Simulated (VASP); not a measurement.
These are vdW-DF2, VASP's PBE PAW potentials (set 64) (plane waves; VASP) values and carry that method's errors.

VASP ran on this input.

POSCAR:
```
Zr
1.0
  1.6779534449  -2.9063005610   0.0000000000
  1.6779534449   2.9063005610   0.0000000000
  0.0000000000   0.0000000000   5.3557890605
Zr
2
Direct
  0.3333330000   0.6666670000   0.2500000000
  0.6666670000   0.3333330000   0.7500000000
```

### KPOINTS
```
Automatic mesh
0
G
  13 13 7
```

### INCAR
```
SYSTEM = Zr
PREC = Accurate
ENCUT = 520
EDIFF = 1E-7
NELM = 100
ALGO = Normal
LREAL = .FALSE.
LASPH = .TRUE.
ISMEAR = 1
SIGMA = 0.1
GGA = ML
ZAB_VDW = -1.8867
LUSE_VDW = .TRUE.
AGGAC = 0.0
LMAXMIX = 4
LWAVE = .FALSE.
LCHARG = .FALSE.
ISIF = 4
IBRION = 2
NSW = 30
EDIFFG = -0.01
```

POTCAR, in this order: Zr_sv (PBE.64 set). Program: vasp_std.

### Question
What will the output report for the number of irreducible k-points (NKPTS), largest plane-wave count, number of space-group operations, FFT grid (NGX, NGY, NGZ)?

### Answer

- number of irreducible k-points (NKPTS) = 84
- largest plane-wave count = 1421
- number of space-group operations = 24
- FFT grid (NGX, NGY, NGZ) = 28 × 28 × 40

The compound is Zr in the hcp structure. This cell is one point of a volume scan, at 1.06 of the reference volume. Symmetry was kept, so distortions that lower it aren't found.
